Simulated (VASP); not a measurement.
These are revTPSS meta-GGA, VASP's PBE PAW potentials (set 64) (plane waves; VASP 6.6.1) values and carry that method's errors.

VASP ran on this input.

INCAR:
```
SYSTEM  =  KCl
PREC  =  Accurate; ENCUT  =  520; LREAL  =  .FALSE.
LASPH  =  .TRUE.
EDIFF  =  1E-7; NELM  =  100; ALGO  =  Normal
LMIXTAU  =  .TRUE.
ISMEAR  =  0; SIGMA  =  0.05
METAGGA  =  RTPSS
ISIF  =  2
LWAVE  =  .FALSE.; LCHARG  =  .FALSE.
```

File KPOINTS:
```
Automatic mesh
0
Gamma
  7 7 7
0 0 0
```

**POSCAR**
```
KCl
1
    0.0000000000     3.1570760620     3.1570760620
    3.1570760620     0.0000000000     3.1570760620
    3.1570760620     3.1570760620     0.0000000000
K Cl
1 1
Direct
  0.0000000000   0.0000000000   0.0000000000
  0.5000000000   0.5000000000   0.5000000000
```

POTCAR, in this order: K_sv Cl (PBE.64 set). Program: vasp_std.

Output

**OSZICAR**
```
       N       E                     dE             d eps       ncg     rms          rms(c)
DAV:   1     0.338571700305E+03    0.33857E+03   -0.12850E+05   480   0.412E+05
DAV:   2     0.636227956970E+02   -0.27495E+03   -0.25352E+03   960   0.139E+03
DAV:   3    -0.124163145080E+02   -0.76039E+02   -0.71271E+02   956   0.289E+02
DAV:   4    -0.224699226952E+01    0.10169E+02   -0.19002E+02   928   0.117E+02
DAV:   5    -0.377865038891E+02   -0.35540E+02   -0.35615E+02   696   0.294E+01    0.168E+02
DAV:   6    -0.663591138636E+01    0.31151E+02   -0.33888E+02   644   0.199E+02    0.643E+01
DAV:   7    -0.845938283594E+01   -0.18235E+01   -0.10108E+01   648   0.160E+01    0.444E+01
DAV:   8    -0.804875903131E+01    0.41062E+00   -0.10718E+00   708   0.100E+01    0.259E+01
DAV:   9    -0.842662158901E+01   -0.37786E+00   -0.26851E-01   720   0.648E+00    0.165E+01
DAV:  10    -0.843231639741E+01   -0.56948E-02   -0.47751E+02   480   0.190E+04    0.357E-01
DAV:  11    -0.845869527766E+01   -0.26379E-01   -0.24557E-01   480   0.749E+00    0.281E+00
DAV:  12    -0.848369841918E+01   -0.25003E-01   -0.18934E-02   684   0.211E+00    0.132E+00
DAV:  13    -0.846938717303E+01    0.14311E-01   -0.63106E-03   704   0.124E+00    0.122E-01
DAV:  14    -0.848924788478E+01   -0.19861E-01   -0.48851E-03   664   0.960E-01    0.597E-01
DAV:  15    -0.848941393206E+01   -0.16605E-03   -0.74397E-04   804   0.254E-01    0.604E-01
DAV:  16    -0.848939632236E+01    0.17610E-04   -0.10933E-04   672   0.948E-02    0.323E-01
DAV:  17    -0.848946691404E+01   -0.70592E-04   -0.60423E-05   676   0.674E-02    0.409E-02
DAV:  18    -0.848947323292E+01   -0.63189E-05   -0.18772E-05   780   0.351E-02    0.218E-02
DAV:  19    -0.848947353721E+01   -0.30429E-06   -0.10922E-06   608   0.113E-02    0.276E-02
DAV:  20    -0.848947476464E+01   -0.12274E-05   -0.67807E-07   740   0.917E-03    0.123E-02
DAV:  21    -0.848947492699E+01   -0.16235E-06   -0.10749E-07   452   0.381E-03    0.269E-03
DAV:  22    -0.848947480445E+01    0.12254E-06   -0.47437E-08   444   0.219E-03    0.626E-04
DAV:  23    -0.848947477935E+01    0.25095E-07   -0.24793E-08   376   0.116E-03
   1 F= -.84894748E+01 E0= -.84894748E+01  d E =-.140791E-15
```

**OUTCAR**
```
------------------------ aborting loop because EDIFF is reached ----------------------------------------
  FORCE on cell =-STRESS in cart. coord.  units (eV):
  Direction    XX          YY          ZZ          XY          YZ          ZX
  --------------------------------------------------------------------------------------
  Total        0.2005929      0.2005929      0.2005929      0.0000000      0.0000000     -0.0000000
  in kB        5.1067083      5.1067083      5.1067083      0.0000000      0.0000000     -0.0000000
  external PRESSURE =       5.1067083 kB  Pullay stress =       0.0000000 kB
  volume of cell :       62.93
      direct lattice vectors                 reciprocal lattice vectors
     0.000000000  3.157076062  3.157076062    -0.158374391  0.158374391  0.158374391
     3.157076062  0.000000000  3.157076062     0.158374391 -0.158374391  0.158374391
     3.157076062  3.157076062  0.000000000     0.158374391  0.158374391 -0.158374391
  FREE ENERGIE OF THE ION-ELECTRON SYSTEM (eV)
  ---------------------------------------------------
  free  energy   TOTEN  =        -8.4894747794 eV

  energy  without entropy=       -8.4894747794  energy(sigma->0) =       -8.48947478
```
(Selected blocks of OUTCAR.)

The compound is KCl in the rock salt structure. This cell is one point of a volume scan, at 0.97 of the reference volume.
